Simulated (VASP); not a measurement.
These are PBE GGA, VASP's PBE PAW potentials (set 64) (plane waves; VASP) values and carry that method's errors.

VASP input:

**INCAR**
```
SYSTEM  =  LiF
PREC  =  Accurate; ENCUT  =  520; LREAL  =  F
LASPH  =  T
EDIFF  =  1E-6; NELM  =  100; ALGO  =  Normal
ISMEAR  =  0; SIGMA  =  0.05
GGA  =  PE
LWAVE  =  F; LCHARG  =  T
```

POSCAR:
```
LiF
1
    0.0000000000     2.0277431141     2.0277431141
    2.0277431141     0.0000000000     2.0277431141
    2.0277431141     2.0277431141     0.0000000000
Li F
1 1
Direct
  0.0000000000   0.0000000000   0.0000000000
  0.5000000000   0.5000000000   0.5000000000
```

File KPOINTS:
```
Automatic mesh
0
Gamma
10 10 10
0 0 0
```

POTCAR, in this order: Li_sv F (PBE.64 set). Program: vasp_std.

The run wrote:

OSZICAR:
```
       N       E                     dE             d eps       ncg     rms          rms(c)
DAV:   1     0.287822267460E+02    0.28782E+02   -0.56638E+03   903   0.113E+03
DAV:   2    -0.920235493863E+01   -0.37985E+02   -0.37296E+02   897   0.203E+02
DAV:   3    -0.101419115234E+02   -0.93956E+00   -0.93727E+00  1172   0.297E+01
DAV:   4    -0.101518324526E+02   -0.99209E-02   -0.99199E-02  1077   0.295E+00
DAV:   5    -0.101519440945E+02   -0.11164E-03   -0.11164E-03  1207   0.177E-01    0.454E+00
DAV:   6    -0.962932737044E+01    0.52262E+00   -0.28481E+00   858   0.131E+01    0.142E+00
DAV:   7    -0.963347500783E+01   -0.41476E-02   -0.18495E-02  1134   0.154E+00    0.859E-01
DAV:   8    -0.964041655599E+01   -0.69415E-02   -0.16721E-02  1162   0.169E+00    0.101E-01
DAV:   9    -0.964051172167E+01   -0.95166E-04   -0.82372E-04   943   0.315E-01    0.421E-02
DAV:  10    -0.964057871736E+01   -0.66996E-04   -0.15906E-04   951   0.118E-01    0.544E-03
DAV:  11    -0.964058148966E+01   -0.27723E-05   -0.19797E-06  1158   0.186E-02    0.225E-03
DAV:  12    -0.964058137184E+01    0.11782E-06   -0.47935E-07   869   0.831E-03
   1 F= -.96405814E+01 E0= -.96405814E+01  d E =-.729598E-32
```

### OUTCAR
```
------------------------ aborting loop because EDIFF is reached ----------------------------------------
  FORCE on cell =-STRESS in cart. coord.  units (eV):
  Direction    XX          YY          ZZ          XY          YZ          ZX
  --------------------------------------------------------------------------------------
  Total        0.0181975      0.0181975      0.0181975      0.0000000      0.0000000      0.0000000
  in kB        1.7484503      1.7484503      1.7484503      0.0000000      0.0000000      0.0000000
  external PRESSURE =       1.7484503 kB  Pullay stress =       0.0000000 kB
  volume of cell :       16.68
      direct lattice vectors                 reciprocal lattice vectors
     0.000000000  2.027743114  2.027743114    -0.246579558  0.246579558  0.246579558
     2.027743114  0.000000000  2.027743114     0.246579558 -0.246579558  0.246579558
     2.027743114  2.027743114  0.000000000     0.246579558  0.246579558 -0.246579558
  FREE ENERGIE OF THE ION-ELECTRON SYSTEM (eV)
  ---------------------------------------------------
  free  energy   TOTEN  =        -9.6405813718 eV

  energy  without entropy=       -9.6405813718  energy(sigma->0) =       -9.64058137
```
(Selected blocks of OUTCAR.)

The compound is LiF in the rock salt structure. It was relaxed first.
